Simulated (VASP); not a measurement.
Write the native input for VASP 6.6.1 that does the following.

| Property | Result |
| --- | --- |
| Task | relaxation of cell and atoms |
| Functional | PBE |
| Potentials or basis | VASP PAW PBE potentials, release 64 (Si, B) |
| Cutoff | 520 eV |
| k mesh | 6 × 6 × 4 |
| Occupations | gaussian, width 0.15 eV |
| Spin | no spin polarisation |
| Further INCAR settings | PREC = Normal; ALGO = Fast; EDIFF = 0.0001; IBRION = 2; EDIFFG = -0.08; NSW = 24; ISIF = 3 |

The structure of Si2B3 lies in POSCAR:

```
Si2B3
1.0
    3.4500000000      0.0000000000      0.0000000000
   -1.7250000000      2.9877876400      0.0000000000
    0.0000000000      0.0000000000      4.9500000000
Si B
2 3
Direct
    0.6666666700      0.3333333300      0.8510000000
    0.3333333300      0.6666666700      0.1490000000
    0.0000000000      0.0000000000      0.0000000000
    0.3333333300      0.6666666700      0.6480000000
    0.6666666700      0.3333333300      0.3520000000
```

The cell was built by a generator and needn't be a form met in nature.

One way to write it, as run:

INCAR

```
  ALGO = Fast
  EDIFF = 1E-4
  EDIFFG = -0.08
  ENCUT = 520
  GGA = PE
  IBRION = 2
  ISIF = 3
  ISMEAR = 0
  LASPH = T
  LCHARG = F
  LREAL = F
  LWAVE = F
  NELM = 60
  NSW = 24
  PREC = Normal
  SIGMA = 0.15
```

KPOINTS

```
k-points
0
Gamma
  6 6 4
```

Potentials or basis: VASP PAW PBE potentials, release 64 (Si, B).

Command:

```bash
$ cat potpaw_PBE.64/Si/POTCAR potpaw_PBE.64/B/POTCAR > POTCAR
$ mpirun -np 1 vasp_std > vasp.out
```

Results of the run:

* Relaxed volume: 9.43 Å³/atom
* Relaxed cell: a = 3.069 Å, b = 3.069 Å, c = 5.776 Å, α = 90.00°, β = 90.00°, γ = 120.00°
* Space group after relaxing (to 0.05 Å): P-3m1 (No. 164)
* Energy gained by relaxing: 990.4 meV/atom
* Ionic steps: 21
* Pressure after relaxing: 0.1 GPa
* Largest force after relaxing: 0.057 eV/Å
* Band gap on the k mesh: none (metal or under the smearing width)

Caveat: the relaxation stopped at a loose force limit of 0.08 eV/Å, so its end isn't a converged minimum.

Run time: 35 s on 1 thread of Intel(R) Xeon(R) 6975P-C (Granite Rapids) (shared host), peak memory 0.13 GiB.
